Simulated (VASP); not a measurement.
# NaBe2Se2 (P-6m2) in VASP: further runs

Runs on NaBe2Se2. Level: PBE. Tasks: band structure.

Everything below comes from runs of VASP 6.6.1. Logs are shortened: lines on timing, memory, paths and dates and some standing lists are left out, and cuts for length are marked.

### Step 1. The crystal as given

The structure is hexagonal, space group P-6m2 (No. 187). The conventional cell has a = 3.672 Å, b = 3.672 Å, c = 8.011 Å, α = 90.00°, β = 90.00°, γ = 120.00°. Na (site symmetry -6m2) has 6 Se at 3.04 Å as nearest neighbours. Be (site symmetry 3m) is surrounded by 3 Se at 2.22 Å and 1 Be at 2.35 Å. Se (site symmetry 3m) has 3 Be at 2.22 Å as nearest neighbours.

The cell was built by a generator and needn't be a form met in nature.

### Step 2. Band structure, PBE, spin-orbit coupling, no magnetisation

File INCAR:

```
  ALGO = Normal
  EDIFF = 1E-6
  ENCUT = 520
  GGA = PE
  GGA_COMPAT = F
  ISIF = 2
  ISMEAR = -1
  LASPH = T
  LCHARG = F
  LORBIT = 11
  LREAL = F
  LSORBIT = T
  LWAVE = F
  MAGMOM = 0 0 0 0 0 0 0 0 0 0 0 0 0 0 0
  NELM = 100
  PREC = Accurate
  SIGMA = 0.05
```

File KPOINTS:

```
k-points
0
Gamma
  6 6 3
```

File POSCAR:

```
NaBe2Se2
1.0
    3.6722800000      0.0000000000      0.0000000000
   -1.8361400000      3.1802800000      0.0000000000
    0.0000000000      0.0000000000      8.0111600000
Na Be Se
1 2 2
Direct
    0.0000000000      0.0000000000      0.5000000000
    0.3333300000      0.6666700000      0.1463900000
    0.3333300000      0.6666700000      0.8536100000
    0.6666700000      0.3333300000      0.2285200000
    0.6666700000      0.3333300000      0.7714800000
```

File KPOINTS_OPT:

```
path GMKGALHA,LM,KH
15
line-mode
reciprocal
 0.0000000000  0.0000000000  0.0000000000  G
 0.5000000000  0.0000000000  0.0000000000  M

 0.5000000000  0.0000000000  0.0000000000  M
 0.3333333333  0.3333333333  0.0000000000  K

 0.3333333333  0.3333333333  0.0000000000  K
 0.0000000000  0.0000000000  0.0000000000  G

 0.0000000000  0.0000000000  0.0000000000  G
 0.0000000000  0.0000000000  0.5000000000  A

 0.0000000000  0.0000000000  0.5000000000  A
 0.5000000000  0.0000000000  0.5000000000  L

 0.5000000000  0.0000000000  0.5000000000  L
 0.3333333333  0.3333333333  0.5000000000  H

 0.3333333333  0.3333333333  0.5000000000  H
 0.0000000000  0.0000000000  0.5000000000  A

 0.5000000000  0.0000000000  0.5000000000  L
 0.5000000000  0.0000000000  0.0000000000  M

 0.3333333333  0.3333333333  0.0000000000  K
 0.3333333333  0.3333333333  0.5000000000  H
```

Potentials or basis: VASP PAW PBE potentials, release 64 (Na_pv, Be, Se).

Started as:

```bash
> cat potpaw_PBE.64/Na_pv/POTCAR potpaw_PBE.64/Be/POTCAR potpaw_PBE.64/Se/POTCAR > POTCAR
> mpirun -np 1 vasp_ncl > vasp.out
```

OUTCAR:

```text
EDIFF = 1E-6
   ENCUT = 520
   GGA = PE
   ISIF = 2
   ISMEAR = -1
   LASPH = T
   LORBIT = 11
   LREAL = F
   LSORBIT = T
   NELM = 100
   PREC = Accurate

 ion  position               nearest neighbor table
   1  0.000  0.000  0.500-
   2  0.333  0.667  0.146-   4 2.22   4 2.22   4 2.22   3 2.35
   3  0.333  0.667  0.854-   5 2.22   5 2.22   5 2.22   2 2.35
   4  0.667  0.333  0.229-   2 2.22   2 2.22   2 2.22
   5  0.667  0.333  0.771-   3 2.22   3 2.22   3 2.22

  LATTYP: Found a hexagonal cell.
 ALAT       =     3.6722800000
 C/A-ratio  =     2.1815221062

  Lattice vectors:

 A1 = (   3.6722800000,   0.0000000000,   0.0000000000)
 A2 = (  -1.8361400000,   3.1802800000,   0.0000000000)
 A3 = (   0.0000000000,   0.0000000000,   8.0111600000)

Analysis of symmetry for initial positions (statically):
=====================================================================
 Subroutine PRICEL returns:
 Original cell was already a primitive cell.

 Routine SETGRP: Setting up the symmetry group for a
 hexagonal supercell.

 Subroutine GETGRP returns: Found  4 space group operations
 (whereof  4 operations were pure point group operations)
 out of a pool of 24 trial point group operations.

The static configuration has the point symmetry C_2v.

Analysis of symmetry for dynamics (positions and initial velocities):
=====================================================================
 Subroutine PRICEL returns:
 Original cell was already a primitive cell.

 Routine SETGRP: Setting up the symmetry group for a
 hexagonal supercell.

 Subroutine GETGRP returns: Found  4 space group operations
 (whereof  4 operations were pure point group operations)
 out of a pool of 24 trial point group operations.

The dynamic configuration has the point symmetry C_2v.

Analysis of structural, dynamic, and magnetic symmetry:
=====================================================================
 Subroutine PRICEL returns:
 Original cell was already a primitive cell.

 Routine SETGRP: Setting up the symmetry group for a
 hexagonal supercell.

 Subroutine GETGRP returns: Found  4 space group operations
 (whereof  4 operations were pure point group operations)
 out of a pool of 24 trial point group operations.

The overall configuration has the point symmetry C_2v.

 Subroutine INISYM returns: Found  4 space group operations
 (whereof  4 operations are pure point group operations),
 and found     1 'primitive' translations

----------------------------------------------------------------------------------------

                                     Primitive cell

  volume of cell :      93.5614

  direct lattice vectors                    reciprocal lattice vectors
     3.672280000  0.000000000  0.000000000     0.272310390  0.157218861  0.000000000
    -1.836140000  3.180280000  0.000000000     0.000000000  0.314437722  0.000000000
     0.000000000  0.000000000  8.011160000     0.000000000  0.000000000  0.124825868

  length of vectors
     3.672280000  3.672273271  8.011160000     0.314437146  0.314437722  0.124825868

  position of ions in fractional coordinates (direct lattice)
     0.000000000  0.000000000  0.500000000
     0.333330000  0.666670000  0.146390000
     0.333330000  0.666670000  0.853610000
     0.666670000  0.333330000  0.228520000
     0.666670000  0.333330000  0.771480000

  ion indices of the primitive-cell ions
   primitive index   ion index
                 1           1
                 2           2
                 3           3
                 4           4
[... 91 lines left out ...]
   IMIX   =      4    mixing-type and parameters
     AMIX     =   0.40;   BMIX     =  1.00
     AMIX_MAG =   1.60;   BMIX_MAG =  1.00
  volume/ion in A,a.u.               =      18.71       126.28
  Fermi-wavevector in a.u.,A,eV,Ry     =   1.025538  1.937987 14.309642  1.051729
  Thomas-Fermi vector in A             =   2.159384
   LORBIT       =     11    0 simple, 1 ext, 2 COOP (PROOUT), +10 PAW based schemes
   GGA     = PE    functional components
   LHFCALC =     F    Hartree Fock is set to
   AEXX    =    0.0000 exact exchange contribution
   IVDW    =     0    specifies the selected vdW correction
   LEPSILON=     F    determine dielectric tensor
   LRPA    =     F    only Hartree local field effects (RPA)
  energy-cutoff  :      520.00
  volume of cell :       93.56
 maximum number of plane-waves:      5076
   NGX = 13   NGY = 13   NGZ = 29

 number of electron      23.0000009 magnetization      -0.0000000      0.0000000      0.0000000

 number of electron      23.0000009 magnetization       0.0000000      0.0000000      0.0000000

 number of electron      23.0000009 magnetization      -0.0000000     -0.0000000     -0.0000000

 number of electron      23.0000009 magnetization       0.0000000     -0.0000000     -0.0000000

 Free energy of the ion-electron system (eV)
  ---------------------------------------------------
  ext. energy  EPLUGINS =         0.00000000
  ---------------------------------------------------
  free energy    TOTEN  =       -18.51473678 eV

  energy without entropy =      -18.50969379  energy(sigma->0) =      -18.51221528

 E-fermi :   3.8217     XC(G=0):  -8.9236

 val. band max:        3.5541014761   @ k =   0.5000   0.3333   0.3333
 cond. band min:       3.8610364706   @ k =   0.3333   0.0000   0.0000
 fundamental gap:      0.3069349945
 Fermi energy:         3.8216775341

 k-point     1 :       0.0000    0.0000    0.0000
  band No.  band energies     occupation
      1     -21.2575      1.00000
      2     -21.2575      1.00000
      3     -21.0796      1.00000
      4     -21.0796      1.00000
      5     -21.0788      1.00000
      6     -21.0788      1.00000
[... 781 lines left out ...]
     29       7.7723      0.00000
     30       7.7765      0.00000

 [... further k-points ...]

------------------------ aborting loop because EDIFF is reached ----------------------------------------

  FORCE on cell =-STRESS in cart. coord.  units (eV):
  Direction    XX          YY          ZZ          XY          YZ          ZX
  --------------------------------------------------------------------------------------
  -------------------------------------------------------------------------------------
  Total        0.1217865      0.1221775      0.0261069      0.0003391      0.0000000      0.0000000
  in kB        2.0855151      2.0922099      0.4470631      0.0058068      0.0000000      0.0000000
  external PRESSURE =       1.5415960 kB  Pullay stress =       0.0000000 kB

 VOLUME and BASIS-vectors are now :
 -----------------------------------------------------------------------------
  energy-cutoff  :      520.00
  volume of cell :       93.56
      direct lattice vectors                 reciprocal lattice vectors
     3.672280000  0.000000000  0.000000000     0.272310390  0.157218861  0.000000000
    -1.836140000  3.180280000  0.000000000     0.000000000  0.314437722  0.000000000
     0.000000000  0.000000000  8.011160000     0.000000000  0.000000000  0.124825868

 POSITION                                       TOTAL-FORCE (eV/Angst)
 -----------------------------------------------------------------------------------
      0.00000      0.00000      4.00558         0.000012     -0.000007      0.000000
     -0.00002      2.12020      1.17275         0.000269     -0.000155     -0.003050
     -0.00002      2.12020      6.83841         0.000269     -0.000155      0.003050
      1.83616      1.06008      1.83071        -0.000275      0.000159     -0.018827
      1.83616      1.06008      6.18045        -0.000275      0.000159      0.018827
 -----------------------------------------------------------------------------------
    total drift:                                0.000011      0.000017      0.000000

  FREE ENERGIE OF THE ION-ELECTRON SYSTEM (eV)
  ---------------------------------------------------
  free  energy   TOTEN  =       -18.5147367844 eV

  energy  without entropy=      -18.5096937854  energy(sigma->0) =      -18.51221528

 Spin-Orbit-Coupling matrix elements

 Ion:    1  E_soc:     -0.0007541
 l=   1
     0.0000000    -0.0001262    -0.0001248
    -0.0001262     0.0000000    -0.0001262
    -0.0001248    -0.0001262     0.0000000
 l=   2
     0.0000000     0.0000000     0.0000000     0.0000000     0.0000000
     0.0000000     0.0000000     0.0000000     0.0000000     0.0000000
     0.0000000     0.0000000     0.0000000     0.0000000     0.0000000
     0.0000000     0.0000000     0.0000000     0.0000000     0.0000000
     0.0000000     0.0000000     0.0000000     0.0000000     0.0000000
 l=   3
     0.0000000     0.0000000     0.0000000     0.0000000     0.0000000     0.0000000     0.0000000
     0.0000000     0.0000000     0.0000000     0.0000000     0.0000000     0.0000000     0.0000000
     0.0000000     0.0000000     0.0000000     0.0000000     0.0000000     0.0000000     0.0000000
     0.0000000     0.0000000     0.0000000     0.0000000     0.0000000     0.0000000     0.0000000
[... 69 lines left out ...]
 l=   2
     0.0000000    -0.0000013     0.0000000    -0.0000013    -0.0000076
    -0.0000013     0.0000000    -0.0000032    -0.0000003    -0.0000013
     0.0000000    -0.0000032     0.0000000    -0.0000032     0.0000000
    -0.0000013    -0.0000003    -0.0000032     0.0000000    -0.0000013
    -0.0000076    -0.0000013     0.0000000    -0.0000013     0.0000000
 l=   3
     0.0000000     0.0000000     0.0000000     0.0000000     0.0000000     0.0000000     0.0000000
     0.0000000     0.0000000     0.0000000     0.0000000     0.0000000     0.0000000     0.0000000
     0.0000000     0.0000000     0.0000000     0.0000000     0.0000000     0.0000000     0.0000000
     0.0000000     0.0000000     0.0000000     0.0000000     0.0000000     0.0000000     0.0000000
     0.0000000     0.0000000     0.0000000     0.0000000     0.0000000     0.0000000     0.0000000
     0.0000000     0.0000000     0.0000000     0.0000000     0.0000000     0.0000000     0.0000000
     0.0000000     0.0000000     0.0000000     0.0000000     0.0000000     0.0000000     0.0000000

 total charge

# of ion       s       p       d       tot
------------------------------------------
    1        0.055   5.980   0.000   6.035
    2        0.391   0.572   0.000   0.964
    3        0.391   0.572   0.000   0.964
    4        1.426   2.480   0.030   3.937
    5        1.426   2.480   0.030   3.937
--------------------------------------------------
tot          3.690  12.086   0.060  15.836

 magnetization (x)

# of ion       s       p       d       tot
------------------------------------------
    1        0.000   0.000   0.000   0.000
    2        0.000   0.000   0.000   0.000
    3       -0.000  -0.000   0.000  -0.000
    4       -0.000  -0.000  -0.000  -0.000
    5        0.000   0.000   0.000   0.000
--------------------------------------------------
tot          0.000   0.000   0.000   0.000

 magnetization (y)

# of ion       s       p       d       tot
------------------------------------------
    1        0.000   0.000   0.000   0.000
    2        0.000   0.000   0.000   0.000
    3       -0.000  -0.000   0.000  -0.000
    4       -0.000  -0.000  -0.000  -0.000
    5        0.000   0.000   0.000   0.000
--------------------------------------------------
tot          0.000   0.000   0.000   0.000

 magnetization (z)

# of ion       s       p       d       tot
------------------------------------------
    1        0.000   0.000   0.000   0.000
    2        0.000  -0.000   0.000   0.000
    3        0.000  -0.000   0.000   0.000
    4        0.000   0.000   0.000   0.000
    5        0.000   0.000   0.000   0.000
--------------------------------------------------
tot          0.000  -0.000   0.000   0.000
```

It took 6 min on 1 thread of AMD EPYC 9R45 (Zen 5), shared host; peak memory 0.52 GiB.

Results:

| Property | Result |
| --- | --- |
| Free energy | -18.5147 eV |
| Pressure | 0.2 GPa |
| Largest force | 0.019 eV/Å |
| Valence electrons inside the program's atomic spheres | Na 6.04; Be 0.96; Se 3.94 |

Forces on the atoms (eV/Å):
```
Na   0.000  0.000  0.000
Be   0.000  0.000 -0.003
Be   0.000  0.000  0.003
Se   0.000  0.000 -0.019
Se   0.000  0.000  0.019
```

[end of part 1 of 2]
